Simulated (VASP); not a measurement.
Output of a VASP run:

File OUTCAR:
```
 ion  position               nearest neighbor table
   1  0.000  0.000  0.000-   2 2.09   2 2.09   2 2.09   2 2.09   2 2.09   2 2.09
   2  0.500  0.500  0.500-   1 2.09   1 2.09   1 2.09   1 2.09   1 2.09   1 2.09
  LATTYP: Found a face centered cubic cell.
 ALAT       =     4.1875291024
 Subroutine PRICEL returns:
 Original cell was already a primitive cell.
 Subroutine GETGRP returns: Found 48 space group operations
The static configuration has the point symmetry O_h .
The dynamic configuration has the point symmetry O_h .
 Subroutine INISYM returns: Found 48 space group operations
 Subroutine IBZKPT returns following result:
 Found     56 irreducible k-points:

 Following reciprocal coordinates:
            Coordinates               Weight
  0.000000  0.000000  0.000000      1.000000
  0.090909  0.000000  0.000000      8.000000
  0.181818  0.000000  0.000000      8.000000
  0.272727  0.000000  0.000000      8.000000
  0.363636  0.000000  0.000000      8.000000
  0.454545  0.000000  0.000000      8.000000
  0.090909  0.090909  0.000000      6.000000
  0.181818  0.090909  0.000000     24.000000
  0.272727  0.090909  0.000000     24.000000
  0.363636  0.090909  0.000000     24.000000
  0.454545  0.090909  0.000000     24.000000
 -0.454545  0.090909  0.000000     24.000000
 -0.363636  0.090909  0.000000     24.000000
 -0.272727  0.090909  0.000000     24.000000
 -0.181818  0.090909  0.000000     24.000000
 -0.090909  0.090909  0.000000     12.000000
  0.181818  0.181818  0.000000      6.000000
  0.272727  0.181818  0.000000     24.000000
  0.363636  0.181818  0.000000     24.000000
  0.454545  0.181818  0.000000     24.000000
 -0.454545  0.181818  0.000000     24.000000
 -0.363636  0.181818  0.000000     24.000000
 -0.272727  0.181818  0.000000     24.000000
 -0.181818  0.181818  0.000000     12.000000
  0.272727  0.272727  0.000000      6.000000
  0.363636  0.272727  0.000000     24.000000
  0.454545  0.272727  0.000000     24.000000
 -0.454545  0.272727  0.000000     24.000000
 -0.363636  0.272727  0.000000     24.000000
 -0.272727  0.272727  0.000000     12.000000
  0.363636  0.363636  0.000000      6.000000
  0.454545  0.363636  0.000000     24.000000
 -0.454545  0.363636  0.000000     24.000000
 -0.363636  0.363636  0.000000     12.000000
  0.454545  0.454545  0.000000      6.000000
 -0.454545  0.454545  0.000000     12.000000
  0.272727  0.181818  0.090909     24.000000
  0.363636  0.181818  0.090909     48.000000
  0.454545  0.181818  0.090909     48.000000
 -0.454545  0.181818  0.090909     48.000000
   k-points           NKPTS =     56   k-points in BZ     NKDIM =     56   number of bands    NBANDS=      8
   number of dos      NEDOS =    301   number of ions     NIONS =      2
   total plane-waves  NPLWV =  13824
   dimension x,y,z NGX =    24 NGY =   24 NGZ =   24
   dimension x,y,z NGXF=    48 NGYF=   48 NGZF=   48
   ions per type =               1   1
   PREC   = accura    normal or accurate (medium, high low for compatibility)
   ISTART =      0    job   : 0-new  1-cont  2-samecut
   ICHARG =      2    charge: 1-file 2-atom 10-const
   ISPIN  =      1    spin polarized calculation?
   LNONCOLLINEAR =      F non collinear calculations
   LSORBIT =      F    spin-orbit coupling
   INIWAV =      1    electr: 0-lowe 1-rand  2-diag
   ENCUT  =  520.0 eV  38.22 Ry    6.18 a.u.   5.51  5.51  5.51*2*pi/ulx,y,z
   NELM   =    100;   NELMIN=  2; NELMDL= -5     # of ELM steps
   EDIFF  = 0.1E-06   stopping-criterion for ELM
   LREAL  =      F    real-space projection
   NLSPLINE    = F    spline interpolate recip. space projectors
   LMAXMIX     =    2 max onsite mixed and CHGCAR
   VOSKOWN=      0    Vosko Wilk Nusair interpolation
   EDIFFG = 0.1E-05   stopping-criterion for IOM
   NSW    =      0    number of steps for IOM
   NBLOCK =      1;   KBLOCK =      1    inner block; outer block
   IBRION =     -1    ionic relax: 0-MD 1-quasi-New 2-CG
...
```

OSZICAR:
```
       N       E                     dE             d eps       ncg     rms          rms(c)
DAV:   1     0.163479674681E+02    0.16348E+02   -0.47462E+03  1048   0.873E+02
DAV:   2    -0.107463881356E+02   -0.27094E+02   -0.25809E+02  1112   0.141E+02
DAV:   3    -0.111486398684E+02   -0.40225E+00   -0.40225E+00  1176   0.188E+01
DAV:   4    -0.111492352949E+02   -0.59543E-03   -0.59543E-03  1192   0.645E-01
DAV:   5    -0.111492356772E+02   -0.38233E-06   -0.38233E-06  1224   0.144E-02    0.879E+00
DAV:   6    -0.897613232490E+01    0.21731E+01   -0.14884E+01   896   0.278E+01    0.239E+00
DAV:   7    -0.896879315618E+01    0.73392E-02   -0.82310E-02   928   0.323E+00    0.137E+00
DAV:   8    -0.896871752430E+01    0.75632E-04   -0.54653E-02   896   0.339E+00    0.172E-01
DAV:   9    -0.896852661646E+01    0.19091E-03   -0.22890E-04  1336   0.187E-01    0.728E-02
DAV:  10    -0.896889922328E+01   -0.37261E-03   -0.71838E-04   904   0.344E-01    0.908E-03
DAV:  11    -0.896889770066E+01    0.15226E-05   -0.20216E-06  1128   0.174E-02    0.470E-03
DAV:  12    -0.896890105947E+01   -0.33588E-05   -0.87863E-06   920   0.379E-02    0.514E-04
DAV:  13    -0.896890105570E+01    0.37736E-08   -0.31041E-08  1072   0.204E-03
   1 F= -.89689011E+01 E0= -.89689011E+01  d E =-.225074E-14
```

### OUTCAR
```
------------------------ aborting loop because EDIFF is reached ----------------------------------------
  FORCE on cell =-STRESS in cart. coord.  units (eV):
  Direction    XX          YY          ZZ          XY          YZ          ZX
  --------------------------------------------------------------------------------------
  Total        1.2075380      1.2075380      1.2075380      0.0000000     -0.0000000     -0.0000000
  in kB      105.3896235    105.3896235    105.3896235      0.0000000     -0.0000000     -0.0000000
  external PRESSURE =     105.3896235 kB  Pullay stress =       0.0000000 kB
  volume of cell :       18.36
      direct lattice vectors                 reciprocal lattice vectors
     0.000000000  2.093764551  2.093764551    -0.238804311  0.238804311  0.238804311
     2.093764551  0.000000000  2.093764551     0.238804311 -0.238804311  0.238804311
     2.093764551  2.093764551  0.000000000     0.238804311  0.238804311 -0.238804311
  FREE ENERGIE OF THE ION-ELECTRON SYSTEM (eV)
  ---------------------------------------------------
  free  energy   TOTEN  =        -8.9689010557 eV

  energy  without entropy=       -8.9689010557  energy(sigma->0) =       -8.96890106
```
(Selected blocks of OUTCAR.)

POSCAR:
```
MgO
1
    0.0000000000     2.0937645512     2.0937645512
    2.0937645512     0.0000000000     2.0937645512
    2.0937645512     2.0937645512     0.0000000000
Mg O
1 1
Direct
  0.0000000000   0.0000000000   0.0000000000
  0.5000000000   0.5000000000   0.5000000000
```

Question: Reconstruct the remaining input files.

Answer: This is not unique; one that fits is the input of the run itself, vdW-DF2, plane waves, VASP's PBE PAW potentials (set 64).

File KPOINTS:
```
Automatic mesh
0
Gamma
11 11 11
0 0 0
```

INCAR:
```
! general
SYSTEM  =MgO
PREC    =Accurate
ENCUT   =520
LREAL   =.FALSE.
LASPH   =.TRUE.

! electronic loop
EDIFF   =1E-7
NELM    =100
ALGO    =Normal

! smearing
ISMEAR  =0
SIGMA   =0.05

! functional
GGA     =ML
LUSE_VDW=.TRUE.
AGGAC   =0.0
ZAB_VDW =-1.8867

! ions
ISIF    =2

! output
LWAVE   =.FALSE.
LCHARG  =.FALSE.
```

POTCAR, in this order: Mg O (PBE.64 set). Program: vasp_std.

The compound is MgO in the rock salt structure. This cell is one point of a volume scan, at 0.94 of the reference volume.
